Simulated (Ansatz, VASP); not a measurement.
## Sr3Cd in VASP and in Ansatz

The input INCAR:

```
SYSTEM = Sr3Cd
ALGO     = Fast           ! electronic algorithm
EDIFF    = 1E-6           ! SCF threshold, eV
EDIFFG   = -0.04          ! ionic threshold
ENCUT    = 600            ! plane-wave cutoff, eV
GGA      = PE             ! functional
IBRION   = 2              ! ionic algorithm
ISIF     = 3              ! what is computed and relaxed
ISMEAR   = 0              ! smearing method
LASPH    = .True.         ! aspherical terms in the spheres
LCHARG   = .False.        ! write CHGCAR
LREAL    = .False.        ! projectors in reciprocal space
LWAVE    = .False.        ! write WAVECAR
NELM     = 60             ! most SCF steps
NSW      = 90             ! ionic steps
PREC     = Accurate       ! precision mode
SIGMA    = 0.1            ! smearing width, eV
```

KPOINTS

```
k-points
0
Gamma
  4 4 4
  0 0 0
```

Contents of POSCAR:

```
Sr3Cd
1.0
    5.0884446400      0.0000000000      0.0000000000
    0.0000000000      5.0884446400      0.0000000000
    0.0000000000      0.0000000000      5.0884446400
Sr Cd
3 1
Direct
    0.0000000000      0.5000000000      0.5000000000
    0.5000000000      0.0000000000      0.5000000000
    0.5000000000      0.5000000000      0.0000000000
    0.0000000000      0.0000000000      0.0000000000
```

Input for Ansatz:

```yaml
crystal:
  lattice:
    - [5.08844464, 0.0, 0.0]
    - [0.0, 5.08844464, 0.0]
    - [0.0, 0.0, 5.08844464]
  atoms:
    - { symbol: Sr, position: [0.0, 0.5, 0.5] }
    - { symbol: Sr, position: [0.5, 0.0, 0.5] }
    - { symbol: Sr, position: [0.5, 0.5, 0.0] }
    - { symbol: Cd, position: [0.0, 0.0, 0.0] }
basis:
  ecutwfc: 420
kpoints:
  mp_grid: { grid: [4, 4, 4] }
hamiltonian:
  xc: pbe
scf:
  occupations: { method: gaussian, width: 0.1 }
  lower_state_search: "off"
output:
  forces: true
  stress: true
  eigenvalues: true
relax:
  adjacent_minimum: "off"
  f_tol: 0.04
  max_steps: 70
  cell: { stress_tol: 0.4 }
```

Change from the starting cell: species swapped into the Dy3Al type (Pm-3m, No. 221).

Alike in both runs: task relaxation of cell and atoms; functional PBE; k mesh 4 × 4 × 4; occupations gaussian, width 0.1 eV; no spin polarisation.

|  | VASP | Ansatz |
| --- | --- | --- |
| version | VASP 6.6.1 | Ansatz 0.2.0 |
| potentials or method | VASP PAW PBE potentials, release 64 (Sr_sv, Cd) | scalar-relativistic, plane waves, PAW |
| plane-wave cutoff (eV) | 600 | 420 |
| valence electrons in the cell | 42 | 50 |

|  | VASP | Ansatz | Ansatz less VASP |
| --- | --- | --- | --- |
| gap on the k mesh at the Fermi level, each at its own relaxed structure (eV) | none | none | - |
| relaxed volume (Å³/atom) | 42.75 | 42.86 | +0.110 |
| relaxed cell length with the largest relative difference (Å) | 5.551 | 5.555 | +0.0047 |
| energy change over the relaxation (meV/atom) | -155 | -153 | +2.4 |

A gap of «none» marks a metal or a gap that the smearing closes. The two sets of potentials don't hold the same shells in valence.

Caveats: the volume moved by over 15 % at a fixed basis, so the end points are rough (VASP).
